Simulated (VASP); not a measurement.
A run of VASP 6.6.1 is set up as follows.

Contents of INCAR:

```
SYSTEM = Cu
  PREC = Accurate
  ENCUT = 350
  EDIFF = 1E-7
  ISMEAR = 0
  SIGMA = 0.1
  LREAL = .False.
  LASPH = .True.
  NELM = 80
  ALGO = Normal
  ISIF = 3
  LWAVE = .False.
  LCHARG = .False.
  IBRION = 2
  NSW = 80
  EDIFFG = -0.002
```

Contents of KPOINTS:

```
regular mesh
0
Gamma
  10 10 10
  0 0 0
```

The input POSCAR:

```
Cu                                      
1.0
    0.0000000000      1.7608723233      1.7608723233
    1.7608723233      0.0000000000      1.7608723233
    1.7608723233      1.7608723233      0.0000000000
  Cu            
     1
Direct
     1.0000000000000000    0.0000000000000000    0.0000000000000000
```

Potentials or basis: VASP PAW LDA potentials, release 64 (Cu).

Launch:

```sh
$ cat potpaw_LDA.64/Cu/POTCAR > POTCAR
$ mpirun -np 1 vasp_std > vasp.out
```

(1) What does it give for the space group after relaxing (to 0.05 Å)?

(2) What does it give for the band gap on the k mesh?

(3) Predict the relaxed cell.

(4) Predict the relaxed volume.

Answers

(1) Fm-3m (No. 225).

(2) none (metal or under the smearing width).

(3) a = 2.492 Å, b = 2.492 Å, c = 2.492 Å, α = 60.00°, β = 60.00°, γ = 60.00°.

(4) 10.94 Å³/atom.

Caveat: the cutoff is under 1.25 times the usual one of these potentials, so pressure, stress and relaxed cells hold a basis-set (Pulay) error.
